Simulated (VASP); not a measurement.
```xyz
2
Lattice="2.8600 0.0000 0.0000 0.0000 2.8600 0.0000 0.0000 0.0000 2.8600" Properties=species:S:1:pos:R:3 pbc="T T T"
Al     1.4300     1.4300     1.4300
Co     0.0000     0.0000     0.0000
```

Level of theory: PBEsol GGA, VASP's PBE PAW potentials (set 64) (plane waves; VASP 6.6.1). Settings: 400 eV cut-off, 11×11×11 Γ-centred mesh, first-order Methfessel-Paxton smearing of 0.10 eV, potentials Al Co.

Energy and stress use the plane-wave basis of the starting cell.

Problem. The ions, cell shape and volume are relaxed. What does this cell relax into?

Solution. 
```xyz
2
Lattice="2.8219 0.0000 0.0000 0.0000 2.8219 0.0000 0.0000 0.0000 2.8219" Properties=species:S:1:pos:R:3 pbc="T T T"
Al     1.4110     1.4110     1.4110
Co     0.0000     0.0000     0.0000
```
Space group Pm-3m (221), at a tolerance of 0.03 Å.

Problem. How do energy and volume change from the first to the last step?

Solution. The energy (σ→0) changes by -10.8 meV/atom and the volume by -3.9 %, in 3 ionic steps.

The compound is CoAl in the CsCl type structure. This run relaxes it. Symmetry was kept, so distortions that lower it aren't found. The run is not spin-polarised, so no magnetic state was tried.
